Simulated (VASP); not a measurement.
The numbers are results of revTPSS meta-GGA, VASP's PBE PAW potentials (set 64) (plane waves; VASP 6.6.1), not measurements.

A VASP calculation is set up with these files.

File KPOINTS:
```
Automatic mesh
0
Gamma
6 6 5
0 0 0
```

### INCAR
```
! general
SYSTEM  = PbO
PREC    = Accurate
ENCUT   = 520
LREAL   = .FALSE.   ! projection in real space or not
LASPH   = .TRUE.

! electronic loop
EDIFF   = 1E-7   ! SCF stop (eV)
NELM    = 100
ALGO    = Normal   ! blocked Davidson
LMAXMIX = 4   ! l cut-off of mixed one-centre charges
LMIXTAU = .TRUE.

! smearing
ISMEAR  = 0
SIGMA   = 0.05

! functional
METAGGA = RTPSS

! ions
IBRION  = 2   ! conjugate gradients
NSW     = 30   ! most ionic steps
ISIF    = 4   ! ions and shape, fixed volume
EDIFFG  = -0.01   ! ionic stop

! output
LWAVE   = .FALSE.
LCHARG  = .FALSE.
```

### POSCAR
```
PbO
1
    3.9416487217     0.0000000000     0.0000000000
    0.0000000000     3.9416487217     0.0000000000
    0.0000000000     0.0000000000     4.9481149158
Pb O
2 2
Direct
  0.5000000000   0.0000000000   0.7642511241
  0.0000000000   0.5000000000   0.2357488759
  0.5000000000   0.5000000000   0.0000000000
  0.0000000000   0.0000000000   0.0000000000
```

POTCAR, in this order: Pb_d O (PBE.64 set). Program: vasp_std.

Output

OUTCAR:
```
 ion  position               nearest neighbor table
   1  0.500  0.000  0.764-   3 2.29   4 2.29   3 2.29   4 2.29   2 3.63   2 3.63   2 3.63   2 3.63
                             2 3.82   2 3.82   2 3.82   2 3.82
   2  0.000  0.500  0.236-   3 2.29   4 2.29   4 2.29   3 2.29   1 3.63   1 3.63   1 3.63   1 3.63
                             1 3.82   1 3.82   1 3.82   1 3.82
   3  0.500  0.500  0.000-   1 2.29   2 2.29   1 2.29   2 2.29
   4  0.000  0.000  0.000-   1 2.29   2 2.29   2 2.29   1 2.29
  LATTYP: Found a simple tetragonal cell.
 ALAT       =     3.9416487217
 C/A-ratio  =     1.2553414231
 Subroutine PRICEL returns:
 Original cell was already a primitive cell.
 Subroutine GETGRP returns: Found 16 space group operations
The static configuration has the point symmetry D_2d.
 The point group associated with its full space group is D_4h.
The dynamic configuration has the point symmetry D_2d.
 Subroutine INISYM returns: Found 16 space group operations
 Subroutine IBZKPT returns following result:
 Found     30 irreducible k-points:

 Following reciprocal coordinates:
            Coordinates               Weight
  0.000000  0.000000  0.000000      1.000000
  0.166667  0.000000  0.000000      4.000000
  0.333333  0.000000  0.000000      4.000000
  0.500000  0.000000  0.000000      2.000000
  0.166667  0.166667  0.000000      4.000000
  0.333333  0.166667  0.000000      8.000000
  0.500000  0.166667  0.000000      4.000000
  0.333333  0.333333  0.000000      4.000000
  0.500000  0.333333  0.000000      4.000000
  0.500000  0.500000  0.000000      1.000000
  0.000000  0.000000  0.200000      2.000000
  0.166667  0.000000  0.200000      8.000000
  0.333333  0.000000  0.200000      8.000000
  0.500000  0.000000  0.200000      4.000000
  0.166667  0.166667  0.200000      8.000000
  0.333333  0.166667  0.200000     16.000000
  0.500000  0.166667  0.200000      8.000000
  0.333333  0.333333  0.200000      8.000000
...
```

### OSZICAR
```
...
DAV:  11     0.628438254745E+02   -0.50845E-01   -0.61630E-01  1664   0.652E+00    0.395E+00
DAV:  12     0.631427186617E+02    0.29889E+00   -0.11561E+00  2416   0.896E+00    0.938E-01
DAV:  13     0.631331495231E+02   -0.95691E-02   -0.11136E-01  1456   0.287E+00    0.805E-01
DAV:  14     0.631194605656E+02   -0.13689E-01   -0.13561E-02  1984   0.103E+00    0.578E-01
DAV:  15     0.631277686485E+02    0.83081E-02   -0.50824E-02  2240   0.153E+00    0.520E-02
DAV:  16     0.631219540857E+02   -0.58146E-02   -0.21432E-02  1888   0.103E+00    0.335E-01
DAV:  17     0.631227809399E+02    0.82685E-03   -0.44175E-03  2008   0.533E-01    0.175E-01
DAV:  18     0.631231482486E+02    0.36731E-03   -0.41013E-03  2144   0.435E-01    0.128E-02
DAV:  19     0.631231218228E+02   -0.26426E-04   -0.23632E-04  1848   0.110E-01    0.469E-03
DAV:  20     0.631231212742E+02   -0.54866E-06   -0.11223E-05  2144   0.289E-02    0.498E-03
DAV:  21     0.631231215019E+02    0.22775E-06   -0.42346E-06  2016   0.182E-02    0.120E-03
DAV:  22     0.631231204566E+02   -0.10453E-05   -0.75451E-07  1616   0.976E-03    0.110E-03
DAV:  23     0.631231204252E+02   -0.31480E-07   -0.16609E-07  1168   0.564E-03
   1 F= 0.63123120E+02 E0= 0.63123120E+02  d E =0.631231E+02
       N       E                     dE             d eps       ncg     rms          rms(c)
DAV:   1     0.632178581029E+02    0.94738E-01   -0.27296E+01  1784   0.316E+01    0.741E-01
DAV:   2     0.630805764771E+02   -0.13728E+00   -0.11537E+00  2088   0.930E+00    0.359E-01
DAV:   3     0.630754943701E+02   -0.50821E-02   -0.13758E-02  1624   0.121E+00    0.234E-01
DAV:   4     0.630812290708E+02    0.57347E-02   -0.69437E-03  1832   0.107E+00    0.496E-02
DAV:   5     0.630758031964E+02   -0.54259E-02   -0.42530E-03  1488   0.705E-01    0.289E-02
DAV:   6     0.630758318995E+02    0.28703E-04   -0.16172E-04  1912   0.151E-01    0.162E-02
DAV:   7     0.630754526533E+02   -0.37925E-03   -0.18969E-04  1568   0.129E-01    0.529E-03
DAV:   8     0.630754536674E+02    0.10141E-05   -0.38483E-05  1744   0.742E-02    0.568E-03
DAV:   9     0.630754211538E+02   -0.32514E-04   -0.96926E-06  1568   0.317E-02    0.223E-03
DAV:  10     0.630754175156E+02   -0.36382E-05   -0.36286E-06  1504   0.161E-02    0.159E-03
DAV:  11     0.630754172403E+02   -0.27523E-06   -0.40803E-07  1584   0.106E-02    0.571E-04
DAV:  12     0.630754171300E+02   -0.11037E-06   -0.16732E-07  1104   0.455E-03    0.309E-04
DAV:  13     0.630754172601E+02    0.13013E-06   -0.78896E-08   896   0.514E-03    0.176E-04
DAV:  14     0.630754171938E+02   -0.66268E-07   -0.20644E-08   808   0.228E-03
   2 F= 0.63075417E+02 E0= 0.63075417E+02  d E =-.477032E-01
       N       E                     dE             d eps       ncg     rms          rms(c)
DAV:   1     0.630798005905E+02    0.43833E-02   -0.16240E+00  1760   0.727E+00    0.142E-01
DAV:   2     0.630739408154E+02   -0.58598E-02   -0.41076E-02  2048   0.208E+00    0.731E-02
DAV:   3     0.630737236697E+02   -0.21715E-03   -0.97808E-04  1528   0.305E-01    0.397E-02
DAV:   4     0.630740878499E+02    0.36418E-03   -0.67442E-04  1512   0.255E-01    0.110E-02
DAV:   5     0.630735846400E+02   -0.50321E-03   -0.20218E-04  1472   0.143E-01    0.566E-03
DAV:   6     0.630735896542E+02    0.50143E-05   -0.28659E-05  1800   0.512E-02    0.348E-03
DAV:   7     0.630735803393E+02   -0.93149E-05   -0.63004E-06  1624   0.243E-02    0.920E-04
DAV:   8     0.630735755753E+02   -0.47640E-05   -0.35214E-06  1520   0.215E-02    0.118E-03
DAV:   9     0.630735744740E+02   -0.11013E-05   -0.20460E-07  1264   0.447E-03    0.386E-04
DAV:  10     0.630735741467E+02   -0.32728E-06   -0.21034E-07  1152   0.508E-03    0.134E-04
DAV:  11     0.630735741490E+02    0.23656E-08   -0.25192E-08   792   0.197E-03
   3 F= 0.63073574E+02 E0= 0.63073574E+02  d E =-.495463E-01
       N       E                     dE             d eps       ncg     rms          rms(c)
DAV:   1     0.630545224679E+02   -0.19052E-01   -0.12932E+00  1544   0.998E+00    0.749E-01
DAV:   2     0.630653265549E+02    0.10804E-01   -0.46401E-02  2208   0.264E+00    0.464E-01
DAV:   3     0.630681890002E+02    0.28624E-02   -0.77595E-03  1936   0.115E+00    0.110E-01
DAV:   4     0.630677276695E+02   -0.46133E-03   -0.23567E-03  1928   0.501E-01    0.183E-02
DAV:   5     0.630677471351E+02    0.19466E-04   -0.87495E-04  1472   0.293E-01    0.133E-02
DAV:   6     0.630672823666E+02   -0.46477E-03   -0.16740E-04  1520   0.113E-01    0.373E-03
DAV:   7     0.630672848489E+02    0.24823E-05   -0.13086E-05  1696   0.307E-02    0.315E-03
DAV:   8     0.630672805144E+02   -0.43345E-05   -0.57193E-06  1744   0.287E-02    0.132E-03
DAV:   9     0.630672776450E+02   -0.28694E-05   -0.28786E-06  1720   0.197E-02    0.577E-04
DAV:  10     0.630672764274E+02   -0.12175E-05   -0.30581E-07  1472   0.551E-03    0.400E-04
DAV:  11     0.630672763721E+02   -0.55320E-07   -0.36488E-08   808   0.216E-03
   4 F= 0.63067276E+02 E0= 0.63067276E+02  d E =-.629778E-02
       N       E                     dE             d eps       ncg     rms          rms(c)
DAV:   1     0.629751962964E+02   -0.92080E-01   -0.87548E+00  1520   0.261E+01    0.195E+00
DAV:   2     0.630466824630E+02    0.71486E-01   -0.32464E-01  2032   0.669E+00    0.120E+00
DAV:   3     0.630650349926E+02    0.18353E-01   -0.51741E-02  1928   0.275E+00    0.317E-01
DAV:   4     0.630626432693E+02   -0.23917E-02   -0.14547E-02  1960   0.137E+00    0.509E-02
DAV:   5     0.630628965204E+02    0.25325E-03   -0.54844E-03  1464   0.761E-01    0.341E-02
DAV:   6     0.630602186520E+02   -0.26779E-02   -0.11349E-03  1488   0.295E-01    0.973E-03
DAV:   7     0.630602198238E+02    0.11718E-05   -0.10236E-04  1656   0.868E-02    0.815E-03
DAV:   8     0.630601836824E+02   -0.36141E-04   -0.32098E-05  1664   0.625E-02    0.315E-03
DAV:   9     0.630601633431E+02   -0.20339E-04   -0.17576E-05  1720   0.432E-02    0.115E-03
DAV:  10     0.630601579850E+02   -0.53581E-05   -0.16446E-06  1632   0.117E-02    0.105E-03
DAV:  11     0.630601575420E+02   -0.44305E-06   -0.17237E-07  1128   0.454E-03    0.371E-04
DAV:  12     0.630601572089E+02   -0.33307E-06   -0.18352E-07  1040   0.475E-03    0.342E-04
DAV:  13     0.630601572321E+02    0.23189E-07   -0.23429E-08   720   0.209E-03
   5 F= 0.63060157E+02 E0= 0.63060157E+02  d E =-.134169E-01
       N       E                     dE             d eps       ncg     rms          rms(c)
DAV:   1     0.630596201412E+02   -0.53707E-03   -0.49633E-02  1544   0.195E+00    0.147E-01
DAV:   2     0.630600472252E+02    0.42708E-03   -0.17478E-03  2232   0.531E-01    0.906E-02
DAV:   3     0.630601528750E+02    0.10565E-03   -0.29205E-04  1944   0.224E-01    0.223E-02
DAV:   4     0.630601380938E+02   -0.14781E-04   -0.87687E-05  1944   0.967E-02    0.356E-03
DAV:   5     0.630601371559E+02   -0.93791E-06   -0.32711E-05  1456   0.568E-02    0.262E-03
DAV:   6     0.630601210566E+02   -0.16099E-04   -0.62856E-06  1488   0.222E-02    0.747E-04
DAV:   7     0.630601211105E+02    0.53925E-07   -0.53105E-07  1640   0.604E-03
   6 F= 0.63060121E+02 E0= 0.63060121E+02  d E =-.134530E-01
       N       E                     dE             d eps       ncg     rms          rms(c)
DAV:   1     0.630606220048E+02    0.50095E-03   -0.12433E-01  1760   0.207E+00    0.568E-02
DAV:   2     0.630600607561E+02   -0.56125E-03   -0.46165E-03  2048   0.719E-01    0.293E-02
DAV:   3     0.630600593860E+02   -0.13701E-05   -0.82126E-05  1696   0.108E-01    0.149E-02
DAV:   4     0.630600695867E+02    0.10201E-04   -0.39343E-05  1664   0.770E-02    0.366E-03
DAV:   5     0.630600507069E+02   -0.18880E-04   -0.14231E-05  1464   0.415E-02    0.208E-03
DAV:   6     0.630600492303E+02   -0.14767E-05   -0.93177E-07  1832   0.159E-02    0.639E-04
DAV:   7     0.630600491188E+02   -0.11146E-06   -0.21019E-07  1168   0.547E-03    0.340E-04
DAV:   8     0.630600491249E+02    0.60736E-08   -0.12018E-07  1008   0.309E-03
   7 F= 0.63060049E+02 E0= 0.63060049E+02  d E =-.719856E-04
```

**OUTCAR**
```
------------------------ aborting loop because EDIFF is reached ----------------------------------------
  FORCE on cell =-STRESS in cart. coord.  units (eV):
  Direction    XX          YY          ZZ          XY          YZ          ZX
  --------------------------------------------------------------------------------------
  Total        0.6742749      0.6742749      0.6704456      0.0000000      0.0000000      0.0000000
  in kB       14.0524480     14.0524480     13.9726422      0.0000000      0.0000000      0.0000000
  external PRESSURE =      14.0258461 kB  Pullay stress =       0.0000000 kB
  volume of cell :       76.88
      direct lattice vectors                 reciprocal lattice vectors
     4.013921396  0.000000000  0.000000000     0.249132930  0.000000000  0.000000000
     0.000000000  4.013921396  0.000000000     0.000000000  0.249132930  0.000000000
     0.000000000 -0.000000000  4.771532488     0.000000000  0.000000000  0.209576274
 POSITION                                       TOTAL-FORCE (eV/Angst)
 -----------------------------------------------------------------------------------
      2.00696     -0.00000      3.58467         0.000000     -0.000000      0.009976
      0.00000      2.00696      1.18686         0.000000      0.000000     -0.009976
      2.00696      2.00696      0.00000        -0.000000      0.000000      0.000000
      0.00000      0.00000      0.00000         0.000000     -0.000000      0.000000
 -----------------------------------------------------------------------------------
    total drift:                                0.000000      0.000000     -0.000000
  FREE ENERGIE OF THE ION-ELECTRON SYSTEM (eV)
  ---------------------------------------------------
  free  energy   TOTEN  =        63.0600491249 eV

  energy  without entropy=       63.0600491249  energy(sigma->0) =       63.06004912

 reached required accuracy - stopping structural energy minimisation
```
(Selected blocks of OUTCAR.)

**CONTCAR**
```
PbO
   1.00000000000000
     4.0139213960441325    0.0000000000000000    0.0000000000000000
     0.0000000000000000    4.0139213960441325    0.0000000000000000
     0.0000000000000000   -0.0000000000000000    4.7715324880552279
  Pb              O
     2     2
Direct
     0.5000000000000000    0.0000000000000000    0.7512616436880013
     0.0000000000000000    0.5000000000000000    0.2487383563119986
     0.5000000000000000    0.5000000000000000    0.0000000000000000
     0.0000000000000000    0.0000000000000000    0.0000000000000000
```

**OUTCAR**
```
 val. band max:        5.2360422621   @ k =   0.1667   0.0000   0.0000

 cond. band min:       6.2816411112   @ k =   0.5000   0.5000   0.0000


 Fermi energy:         5.4476917061

 k-point     1 :       0.0000    0.0000    0.0000
  band No.  band energies     occupation
      1     -13.6044      2.00000
      2     -12.9827      2.00000
      3     -10.8161      2.00000
      4     -10.8161      2.00000
      5     -10.7609      2.00000
      6     -10.7068      2.00000
      7     -10.6691      2.00000
      8     -10.5716      2.00000
      9     -10.5675      2.00000
     10     -10.5675      2.00000
     11     -10.5430      2.00000
     12      -9.4565      2.00000
     13      -1.6708      2.00000
     14      -1.5567      2.00000
     15       0.9808      2.00000
     16       0.9808      2.00000
     17       3.6096      2.00000
     18       3.6541      2.00000
     19       3.6541      2.00000
     20       5.2146      2.00000
     21       7.9845      0.00000
     22      10.8303      0.00000
     23      10.8303      0.00000
     24      11.4380      0.00000

 k-point     2 :       0.1667    0.0000    0.0000
  band No.  band energies     occupation
      1     -13.5405      2.00000
      2     -13.0054      2.00000
      3     -10.8014      2.00000
      4     -10.7997      2.00000
      5     -10.7393      2.00000
      6     -10.6939      2.00000
      7     -10.6700      2.00000
      8     -10.5884      2.00000
      9     -10.5815      2.00000
     10     -10.5585      2.00000
     11     -10.5052      2.00000
     12      -9.5180      2.00000
     13      -1.7400      2.00000
     14      -1.6417      2.00000
     15       1.1345      2.00000
     16       1.1526      2.00000
     17       3.1193      2.00000
     18       3.4651      2.00000
     19       3.5687      2.00000
     20       5.2360      2.00000
     21       8.6659      0.00000
     22       9.4305      0.00000
     23      10.9815      0.00000
     24      11.6388      0.00000
...
```

Without a dispersion term in the relaxation, distances and binding between the weakly bound layers, chains or molecules are unreliable, and so is what depends on them. Unless said otherwise, spin-orbit coupling is left out, though it shifts the bands of the heavy elements here.

The compound is PbO in the litharge structure. This cell is one point of a volume scan, at 0.94 of the reference volume. Symmetry was kept, so distortions that lower it aren't found.
